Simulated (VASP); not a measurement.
Here is the system:

```
NiSb
1.0
    1.93977    -3.35978     0.00000
    1.93977     3.35978     0.00000
    0.00000     0.00000     5.03123
Ni Sb
2 2
Direct
  0.00000   0.00000   0.50000
  0.00000   0.00000   0.00000
  0.33333   0.66667   0.25000
  0.66667   0.33333   0.75000
```

The numbers are results of LDA (Ceperley-Alder, Perdew-Zunger), VASP's LDA PAW potentials (set 64) (plane waves; VASP), not measurements. Numerical set-up: 400 eV cut-off, 10×10×7 Γ-centred mesh, tetrahedra with Blöchl corrections, potentials Ni Sb.

The cores are frozen, which limits the accuracy of field gradients.

Give the principal components of the electric field gradient (V/Å²) and the asymmetry η at each nucleus.

```
atom    Vxx    Vyy    Vzz     η
----  -----  -----  -----  ----
Ni1    12.7   12.7  -25.3  0.00
Ni2    12.7   12.7  -25.3  0.00
Sb3   -42.2  -42.2   84.3  0.00
Sb4   -42.2  -42.2   84.3  0.00
```

The compound is NiSb in the NiAs type structure. It was relaxed first. The run is not spin-polarised, so no magnetic state was tried.
